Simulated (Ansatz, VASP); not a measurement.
## Cross-check of BiN between VASP and Ansatz

Aim: how closely do two programs agree when they are given the same cell, functional and k mesh? The cell is invented: As first built, before any earlier steps moved the atoms (in the runner's words): it takes the LuN structure with some of its atoms replaced by other elements, volume scaled by an estimate. It may not be a known or stable phase. The cell is taken from a series of VASP runs on this material, whose earlier steps may have relaxed, scaled or displaced it; both programs get it as it stands.

Program: Ansatz 0.2.0. Level of theory: plane waves, with VASP 6.6.1 beside it; relaxation of cell and atoms at BLYP. Results are calculated unless marked as measured.

## 1. The starting structure

The structure is cubic, space group Fm-3m (No. 225). The conventional cell has a = 5.224 Å, b = 5.224 Å, c = 5.224 Å, α = 90.00°, β = 90.00°, γ = 90.00°. Nearest to Bi lie 6 N at 2.61 Å. Nearest to N lie 6 Bi at 2.61 Å. As first built, before any earlier steps moved the atoms (in the runner's words): sites of the LuN structure (space group 225) filled with other elements, volume scaled by an estimate. Farther neighbours and most contacts between anions are not listed.

Coordinates:

```cif
data_structure
_symmetry_space_group_name_H-M 'P 1'
_symmetry_Int_Tables_number 1
_cell_length_a 3.6943
_cell_length_b 3.6943
_cell_length_c 3.6943
_cell_angle_alpha 60.000
_cell_angle_beta 60.000
_cell_angle_gamma 60.000
_cell_volume 35.65
loop_
_atom_site_label
_atom_site_type_symbol
_atom_site_fract_x
_atom_site_fract_y
_atom_site_fract_z
_atom_site_occupancy
Bi1 Bi 0.00000 0.00000 0.00000 1
N2 N 0.50000 0.50000 0.50000 1
```

## 2. VASP: relaxation of cell and atoms, BLYP

The relaxed volume is the usual yardstick between codes: its relative difference is about their pressure difference at one cell divided by the bulk modulus.

Lines of VASP's logs that name or quote its potential files are left out, and so is its time.

INCAR

```
SYSTEM = BiN
PREC = Accurate
ENCUT = 520
EDIFF = 1E-06
NELM = 100
ISMEAR = -1
SIGMA = 0.05
LREAL = .FALSE.
ALGO = Normal
GGA = B5
ALDAX = 1
AGGAX = 1
AGGAC = 1
ALDAC = 0
NBANDS = 16
LORBIT = 11
LWAVE = .FALSE.
LCHARG = .FALSE.
IBRION = 2
NSW = 60
ISIF = 3
EDIFFG = -0.01
```

POSCAR

```
BiN
1.0
    0.0000000000      2.6122405385      2.6122405385
    2.6122405385      0.0000000000      2.6122405385
    2.6122405385      2.6122405385      0.0000000000
Bi N
1 1
Direct
    0.0000000000      0.0000000000      0.0000000000
    0.5000000000      0.5000000000      0.5000000000
```

KPOINTS

```
Automatic mesh
0
Gamma
7 7 7
0 0 0
```

The projector-augmented-wave data sets are Bi_d and N (PBE family, release 64).

Launch:

```sh
> mpirun -np 1 vasp_std
```

Numbers of over 12 decimals in the logs are rounded to 6 here.

The log of the run:

```text
[banner, memory and clock lines left out]
running    1 mpi-ranks, on    1 nodes
 distrk:  each k-point on    1 cores,    1 groups
 distr:  one band on    1 cores,    1 groups

 POSCAR found type information on POSCAR BiN
 POSCAR found :  2 types and       2 ions
|                                                                             |
|               ----> ADVICE to this user running VASP <----                  |
|                                                                             |
|     You enforced a specific xc type in the INCAR file but a different       |
|     [... a line on the potential file left out ...]
|     I HOPE YOU KNOW WHAT YOU ARE DOING!                                     |
|                                                                             |

 LDA part: xc-table for (Slater(with rela. corr.)+VWN5), standard interpolation
 POSCAR, INCAR and KPOINTS ok, starting setup
 FFT: planning ... GRIDC
 FFT: planning ... GRID_SOFT
 FFT: planning ... GRID
 WAVECAR not read
 entering main loop
       N       E                     dE             d eps       ncg     rms          rms(c)
DAV:   1     0.160728383882E+03    0.16073E+03   -0.10810E+04   664   0.151E+03
DAV:   2    -0.979786778576E+00   -0.16171E+03   -0.15657E+03   768   0.397E+02
DAV:   3    -0.120200185483E+02   -0.11040E+02   -0.11013E+02   768   0.102E+02
DAV:   4    -0.122653197121E+02   -0.24530E+00   -0.24525E+00   848   0.164E+01
DAV:   5    -0.122738239650E+02   -0.85043E-02   -0.85042E-02   976   0.253E+00    0.956E+00
DAV:   6    -0.101128144087E+02    0.21610E+01   -0.28153E+01   896   0.287E+01    0.607E+00
DAV:   7    -0.952280778556E+01    0.59001E+00   -0.47569E+00   760   0.972E+00    0.161E+00
DAV:   8    -0.952235935347E+01    0.44843E-03   -0.20024E-01   752   0.303E+00    0.670E-01
DAV:   9    -0.951841317145E+01    0.39462E-02   -0.22132E-02   912   0.944E-01    0.248E-01
DAV:  10    -0.951860729504E+01   -0.19412E-03   -0.45625E-03   744   0.551E-01    0.552E-02
DAV:  11    -0.951862327426E+01   -0.15979E-04   -0.19335E-04   848   0.119E-01    0.232E-02
DAV:  12    -0.951862006235E+01    0.32119E-05   -0.34665E-05   792   0.379E-02    0.678E-03
DAV:  13    -0.951861842210E+01    0.16403E-05   -0.46829E-06   800   0.142E-02    0.105E-03
DAV:  14    -0.951861828851E+01    0.13359E-06   -0.40135E-07   440   0.390E-03
   1 F= -.95186183E+01 E0= -.95184824E+01  d E =-.951862E+01
 curvature:   0.00 expect dE= 0.000E+00 dE for cont linesearch  0.000E+00
 trial: gam= 0.00000 g(F)=  0.519E-60 g(S)=  0.114E-02 ort = 0.000E+00 (trialstep = 0.100E+01)
 search vector abs. value=  0.114E-02
 bond charge predicted
       N       E                     dE             d eps       ncg     rms          rms(c)
DAV:   1    -0.953439878181E+01   -0.15780E-01   -0.40634E-01   824   0.105E+01    0.722E-01
DAV:   2    -0.952127752252E+01    0.13121E-01   -0.31447E-02   816   0.247E+00    0.258E-01
DAV:   3    -0.951899331903E+01    0.22842E-02   -0.86544E-03   944   0.135E+00    0.104E-01
DAV:   4    -0.951874363866E+01    0.24968E-03   -0.16077E-03   864   0.424E-01    0.236E-02
DAV:   5    -0.951875961933E+01   -0.15981E-04   -0.14094E-04   728   0.951E-02    0.905E-03
DAV:   6    -0.951875743079E+01    0.21885E-05   -0.10185E-05   992   0.443E-02    0.513E-03
DAV:   7    -0.951875765134E+01   -0.22054E-06   -0.14772E-06   648   0.102E-02
   2 F= -.95187577E+01 E0= -.95186181E+01  d E =-.139363E-03
 trial-energy change:   -0.000139  1 .order   -0.000112   -0.001142    0.000918
 step:   0.5739(harm=  0.5544)  dis= 0.00000  next Energy=    -9.518951 (dE=-0.333E-03)
 bond charge predicted
       N       E                     dE             d eps       ncg     rms          rms(c)
DAV:   1    -0.952179823083E+01   -0.30408E-02   -0.72893E-02   824   0.437E+00    0.308E-01
DAV:   2    -0.951939129178E+01    0.24069E-02   -0.56646E-03   816   0.106E+00    0.110E-01
DAV:   3    -0.951897831476E+01    0.41298E-03   -0.15504E-03   944   0.577E-01    0.438E-02
DAV:   4    -0.951893722409E+01    0.41091E-04   -0.28189E-04   848   0.178E-01    0.100E-02
DAV:   5    -0.951894643941E+01   -0.92153E-05   -0.24956E-05   688   0.392E-02    0.375E-03
DAV:   6    -0.951894625196E+01    0.18746E-06   -0.15154E-06   544   0.178E-02
   3 F= -.95189463E+01 E0= -.95188083E+01  d E =-.327963E-03
 curvature:  -0.28 expect dE=-0.130E-05 dE for cont linesearch -0.130E-05
 trial: gam= 0.00000 g(F)=  0.858E-60 g(S)=  0.468E-05 ort =-0.731E-04 (trialstep = 0.915E+00)
 search vector abs. value=  0.468E-05
 reached required accuracy - stopping structural energy minimisation
```

OUTCAR, selected parts (step 2):

```text
ion  position               nearest neighbor table
   1  0.000  0.000  0.000-   2 2.61   2 2.61   2 2.61   2 2.61   2 2.61   2 2.61
   2  0.500  0.500  0.500-   1 2.61   1 2.61   1 2.61   1 2.61   1 2.61   1 2.61

  LATTYP: Found a face centered cubic cell.
 ALAT       =     5.2244810770

 Subroutine GETGRP returns: Found 48 space group operations
 (whereof 48 operations were pure point group operations)

The static configuration has the point symmetry O_h .

 Found     20 irreducible k-points:

   k-points           NKPTS =     20   k-points in BZ     NKDIM =     20   number of bands    NBANDS=     16

   dimension x,y,z NGX =    28 NGY =   28 NGZ =   28
   dimension x,y,z NGXF=    56 NGYF=   56 NGZF=   56

   ENCUT  =  520.0 eV  38.22 Ry    6.18 a.u.   6.87  6.87  6.87*2*pi/ulx,y,z

   NELECT =      20.0000    total number of electrons

 k-points in reciprocal lattice and weights: Automatic mesh
   0.00000000  0.00000000  0.00000000       0.003
   0.14285714  0.00000000  0.00000000       0.023
   0.28571429  0.00000000  0.00000000       0.023
   0.42857143  0.00000000  0.00000000       0.023
   0.14285714  0.14285714  0.00000000       0.017
   0.28571429  0.14285714  0.00000000       0.070
   0.42857143  0.14285714  0.00000000       0.070
  -0.42857143  0.14285714  0.00000000       0.070
  -0.28571429  0.14285714  0.00000000       0.070
[...]
-0.42857143  0.42857143  0.14285714       0.070
  -0.28571429  0.42857143  0.14285714       0.070

 average (electrostatic) potential at core
       1-103.2879       2 -60.0388

 E-fermi :   8.6752

 k-point     1 :       0.0000    0.0000    0.0000
  band No.  band energies     occupation
    ...
      6      -7.3002      2.00000
      7       0.8991      2.00000
      8       6.5469      2.00000
      9       6.5469      2.00000
     10       6.5469      2.00000
     11      14.1503      0.00000
     12      14.1503      0.00000
     13      14.1503      0.00000
     14      18.0633      0.00000
     15      18.1003      0.00000
    ...

 k-point     2 :       0.1429    0.0000    0.0000
  band No.  band energies     occupation
    ...
      6      -7.0243      2.00000
      7       0.3297      2.00000
      8       6.6227      2.00000
      9       6.6227      2.00000
     10       6.8453      2.00000
     11      12.4512      0.00000
     12      13.3491      0.00000
     13      13.3491      0.00000
     14      16.8484      0.00000
     15      18.6701      0.00000
    ...

 k-point     3 :       0.2857    0.0000    0.0000
  band No.  band energies     occupation
    ...
      6      -6.2342      2.00000
      7      -1.0253      2.00000
      8       6.8347      2.00000
      9       6.8347      2.00000
     10       7.3732      2.00000
     11      10.2885      0.00000
     12      11.9496      0.00000
     13      11.9496      0.00000
     14      16.8640      0.00000
     15      19.9948      0.00000
    ...

  Total       -0.0080430     -0.0080430     -0.0080430      0.0000000      0.0000000     -0.0000000
  in kB       -0.3595814     -0.3595814     -0.3595814      0.0000000      0.0000000     -0.0000000
  external PRESSURE =      -0.3595814 kB  Pullay stress =       0.0000000 kB

  energy-cutoff  :      520.00
  volume of cell :       35.84
      direct lattice vectors                 reciprocal lattice vectors
     0.000000000  2.616783005  2.616783005    -0.191074307  0.191074307  0.191074307
     2.616783005  0.000000000  2.616783005     0.191074307 -0.191074307  0.191074307
     2.616783005  2.616783005 -0.000000000     0.191074307  0.191074307 -0.191074307

 POSITION                                       TOTAL-FORCE (eV/Angst)
 -----------------------------------------------------------------------------------
      0.00000      0.00000      0.00000         0.000000     -0.000000     -0.000000
      2.61678      2.61678      2.61678        -0.000000      0.000000      0.000000
 -----------------------------------------------------------------------------------
    total drift:                                0.000000      0.000000      0.000000

  FREE ENERGIE OF THE ION-ELECTRON SYSTEM (eV)
  ---------------------------------------------------
  free  energy   TOTEN  =        -9.5189462520 eV

  energy  without entropy=       -9.5186703935  energy(sigma->0) =       -9.51880832

 reached required accuracy - stopping structural energy minimisation

 total charge
# of ion       s       p       d       tot
------------------------------------------
    1        1.641   0.974   9.987  12.602
    2        1.298   2.239   0.000   3.537
--------------------------------------------------
tot          2.940   3.213   9.987  16.140

[... 3 further parts left out ...]
```

## 3. Ansatz: relaxation of cell and atoms, BLYP

Ansatz runs on its default PAW (the set named soft_2) files.

The same cell, functional (in two slightly different forms), mesh and smearing now go to Ansatz, which takes its cutoff from its data sets.

input.yaml

```yaml
crystal:
  lattice:
    - [0.0, 2.6122405385, 2.6122405385]
    - [2.6122405385, 0.0, 2.6122405385]
    - [2.6122405385, 2.6122405385, 0.0]
  atoms:
    - { symbol: Bi, position: [0.0, 0.0, 0.0] }
    - { symbol: "N", position: [0.5, 0.5, 0.5] }
hamiltonian:
  xc: blyp
  pseudopotentials: { kind: paw }
kpoints:
  mp_grid: { grid: [7, 7, 7] }
scf:
  occupations: { method: fermi_dirac, width: 0.05 }
relax:
  f_tol: 0.01
  max_steps: 60
  cell: { stress_tol: 0.05 }
output:
  forces: true
  stress: true
```

Launch:

```sh
> ansatz run input.yaml --threads 4 --pin off --max-ram 9216MiB --backend cpu --events-out ev --progress --plain --runs-dir out
```

The log of the run:

```text
Engine: ansatz 0.2.0, aarch64-unknown-linux-gnu
Pseudopotentials: kind: paw
Pseudopotential: Bi, paw, valence charge 15, recommended cutoff 420 eV (normal), Bi.paw.azcp
Pseudopotential: N, paw, valence charge 5, recommended cutoff 420 eV (normal), N.paw.azcp
Functional definition: BLYP
  parameter beta = 0.0042
  parameter a = 0.04918
  parameter b = 0.132
  parameter c = 0.2533
  parameter d = 0.349
  exchange = b88_x(beta = beta)
  correlation = lyp_c(a = a, b = b, c = c, d = d)
Crystal: 2 atoms, lattice volume = 35.651 Å³
Basis set: ecut = 420 eV, 725 PW (Γ), exchange–correlation on 50×50×50 points (8 copies of the dense FFT grid, shifted against one another)
Bands: 14, of which v1, the nominal top of the filled ones, is band 10 counted from 1 (9 counted from 0)
Symmetry: 48 space group operations
Space group: Fm-3m (ITA 225), of the structure as read, at distance tolerance 3.3e-5 Å
k-points: 20 of 343
Non-local potential: Bi, projectors of the file, l = 0: 2, l = 1: 2, l = 2: 2, l = 3: 2
Non-local potential: N, projectors of the file, l = 0: 2, l = 1: 2, l = 2: 1
PAW form: soft (Blöchl's): semilocal exchange-correlation on the pseudo side does not see the compensation charge
PAW frozen core: Bi, regenerated for the run's functional, and the local potential with it (the file was generated under x = pbe(κ = 0.804, μ = 0.219515), c = pbe(β = 0.066725))
PAW frozen core: N, regenerated for the run's functional, and the local potential with it (the file was generated under x = pbe(κ = 0.804, μ = 0.219515), c = pbe(β = 0.066725))
PAW one-centre angular grid: Bi, 590 points (default); XC on 64 Gauss nodes
PAW one-centre angular grid: N, 110 points (default); XC on 64 Gauss nodes
Initial density: superposition of atomic densities (neutral atoms: chi_scale 0, normalization atom), corrected by the library's trained network
Initial wavefunctions: pseudopotential atomic-orbital guess
Functional: x = b88, c = lyp
SCF iter   1: F=—  HF=-12809.002542 eV  |F-HF|=—  |Δ(HF+E_count)|=         —  Δρ=1.87e-2  dr2=1.40e-1  ethr=1.77e-3  ⟨swp⟩=5.7  Hψ=1465  notcnv=0
preconditioner: auto → none  [insulator: Δε(μ)=0.771 eV  Ē_g=19.392 eV  σ=0.050 eV  W_gap=1.00  n_scr=14 (ndim 8)  ℏωp=27.8 eV  f_vac=0.000  D(μ)=0.00/eV (n_scr^D=0)  ε∞_Penn≈3.1]
SCF iter   2: F=—  HF=-12808.978475 eV  |F-HF|=—  |Δ(HF+E_count)|=   2.41e-2  Δρ=6.81e-3  dr2=2.13e-2  ethr=6.99e-4  ⟨swp⟩=2.0  Hψ=493  notcnv=0
SCF iter   3: F=—  HF=-12808.974749 eV  |F-HF|=—  |Δ(HF+E_count)|=   3.73e-3  Δρ=7.17e-4  dr2=1.26e-4  ethr=1.07e-4  ⟨swp⟩=2.1  Hψ=407  notcnv=0
SCF iter   4: F=—  HF=-12808.974789 eV  |F-HF|=—  |Δ(HF+E_count)|=   4.07e-5  Δρ=2.29e-4  dr2=1.63e-5  ethr=6.29e-7  ⟨swp⟩=2.5  Hψ=452  notcnv=0
SCF iter   5: F=—  HF=-12808.974789 eV  |F-HF|=—  |Δ(HF+E_count)|=   9.59e-8  Δρ=2.18e-5  dr2=7.95e-8  ethr=8.13e-8  ⟨swp⟩=2.1  Hψ=358  notcnv=0
SCF iter   6: F=-12808.974790 eV  HF=-12808.974790 eV  |F-HF|=5.59e-9  |Δ(HF+E_count)|=   2.10e-7  Δρ=4.37e-6  dr2=2.50e-9  ethr=3.98e-10  ⟨swp⟩=3.0  Hψ=1193  notcnv=0
SCF 1 converged in 6 iterations: F = -12808.974790 eV  dr2 = 2.50e-9
  greatest PAW one-centre occupation: 0.991 electrons in one spin orbital (limit 2), on the Bi atom at site 0 (counted from 0), in its partial waves of l = 2
relax step   1: F+E_penalty+E_count = -12808.97478953 eV  Δ(F+E_penalty+E_count) = +0.000e0 eV  max|allowed force component| = 4.191e-30 eV/Å  Δτ_max = 0.0000 Å  P = +0.321 GPa  Ω = 35.651 Å³  (6 SCF iters, dr2 threshold 1.00e-7 eV, accepted)
[...]
relax step   2: F+E_penalty+E_count = -12808.97399117 eV  Δ(F+E_penalty+E_count) = +7.984e-4 eV  max|allowed force component| = 6.097e-30 eV/Å  Δτ_max = 0.0000 Å  P = -0.559 GPa  Ω = 35.932 Å³  energy of the carried Pulay correction = -5.844e-4 eV  (6 SCF iters, dr2 threshold 2.00e-7 eV, rejected (line search))
[...]
relax step   3: F+E_penalty+E_count = -12808.97467804 eV  Δ(F+E_penalty+E_count) = +1.115e-4 eV  max|allowed force component| = 2.892e-30 eV/Å  Δτ_max = 0.0000 Å  P = -0.003 GPa  Ω = 35.753 Å³  energy of the carried Pulay correction = -2.128e-4 eV  (7 SCF iters, accepted)
[...]
relax step   4: F+E_penalty+E_count = -12808.97487882 eV  Δ(F+E_penalty+E_count) = -2.008e-4 eV  max|allowed force component| = 2.761e-30 eV/Å  Δτ_max = 0.0000 Å  P = +0.006 GPa  Ω = 35.753 Å³  stress off target by 6.08e-3 GPa  SCF on the basis re-selected at this cell (its energy is not comparable with the rows above)  (9 SCF iters)
basis re-selected at this cell: Δ(F+E_penalty+E_count) = -2.008e-4 eV, ΔP = +0.009 GPa vs the last step (what re-selecting the basis moved, of the pressure what is left beyond the Pulay correction that the steps carried, after the strain that the cell walked since its last selection, with what the two solves' SCF thresholds leave and, on support functions, any second-order correction that the steps lacked; it is no m [...]
SCF converged after 9 iterations
Free energy (F): -12808.974879 eV
Harris-Foulkes:  -12808.974879 eV  (|F-HF|=0.00e0)
Internal energy: -12808.974612 eV  (E = F + TS)
E sigma→0 (E₀):  -12808.974746 eV
Entropy (-TS):   -0.000267 eV (-0.133 meV/atom)
Fermi energy:    12.610618 eV
--- Per-component energies (eV) ---
  E_band       = -45.520131
  E_kinetic    = 427.667942
  E_local      = -1456.647242  (includes V_loc(G=0)·N_el)
  E_nonlocal   = 606.085387
  E_hartree    = 447.357260
  E_xc         = -208.438828
  E_vxc        = -216.565200  (∫ρ·V_xc dr)
  E_paw        = -10821.783102  (= ΣΔE_a)
  E_vpaw       = -300.775142  (= ΣTr[D̂ρ^β])
  E_aug_tail   = -0.000396  (compensation charges beyond the density's cutoff)
  E_ewald      = -1803.133095
  E_core_change = -0.082539  (= ΣΔE_core)
  E_smearing   = -0.000267  (= −TS)
  E_closure    = 0.000000  (closes the sum)
  Σ components = -12808.974879   (vs F -12808.974879, Δ=0.00e0)
--- Forces (eV/Å), atoms counted from 1 ---
  atom   1  Bi    -0.00000000     0.00000000     0.00000000
  atom   2  N      0.00000000    -0.00000000     0.00000000
  max |Σ_I F_I| component: 5.00e-30 eV/Å
--- Stress (GPa, compression-positive) ---
        0.006075      -0.000000      -0.000000
       -0.000000       0.006075      -0.000000
       -0.000000      -0.000000       0.006075
  P = ⅓ Tr σ = 0.0061 GPa (0.061 kbar)
--- Relaxed structure (3 steps of the walk, 2 accepted, 1 SCFs on fresh bases) ---
  F+E_penalty+E_count = -12808.97487882 eV   max|allowed force component| = 2.761e-30 eV/Å   (the final SCF, on the basis selected at the relaxed cell)
  cell:  # Å, volume = 35.7531 Å³
    - [0, 2.614735, 2.614735]
    - [2.614735, 0, 2.614735]
    - [2.614735, 2.614735, 0]
  atoms:
    - { symbol: Bi, position: [0, 0, 0] }
    - { symbol: N, position: [0.5, 0.5, 0.5] }
```

Run time: 1.4 s. Hardware: 4 threads of Arm Neoverse V2, shared host; peak memory 0.29 GiB; 3.2 s of CPU time.

## 4. Comparison

Known differences besides the potentials themselves: both relaxations stop at a tolerance, which leaves soft axes loose, and VASP keeps its plane-wave basis; the cutoff is 420 eV in Ansatz and 520 eV in VASP; Ansatz makes its cores anew for this functional, VASP keeps those of its PBE data sets; VASP leaves aspherical gradient terms in its spheres out (LASPH is not set), Ansatz keeps them; VASP's log shows a relativistic correction to its local exchange, Ansatz's none; Ansatz adds a Pulay correction to the stress that steers its cell, VASP none. Total energies have different zeros and are not compared.

Compared:

```csv
quantity,Ansatz,VASP,difference
volume (Å³),35.75,35.84,-0.23 %
"edge a after relaxation, in the typed setting (Å)",3.698,3.701,-0.08 %
```

The walks stopped with 0.01 GPa left in Ansatz and -0.04 GPa in VASP; each walk ends within a tolerance, so the volume difference is uncertain by about these residues over the bulk modulus, most in soft cells.

## 5. Outcome

| Item | Value |
| --- | --- |
| difference in volume (relaxation of cell and atoms, BLYP) | -0.23 % |

The difference in volume is -0.23 % (relaxation of cell and atoms, BLYP), within the 1.2 % picked in this series as the mark of a large difference, as far as the stopping tolerances let one tell. Such differences can come from data sets, numerical settings and the points named under the comparisons, not from the functional's error against experiment.

[Lines on the potential files, build, host, timing and source positions are cut from VASP's logs without a mark.]

[Logs are printed without paths, hosts, clocks, repeated set-up lines and the standing remarks that a program may print on its own settings, such as how far it seeks lower states.]

[Hosts, paths, dates, database ids (printed as entryN), source tags and the programs' standing remarks are cut or masked in the printed files.]
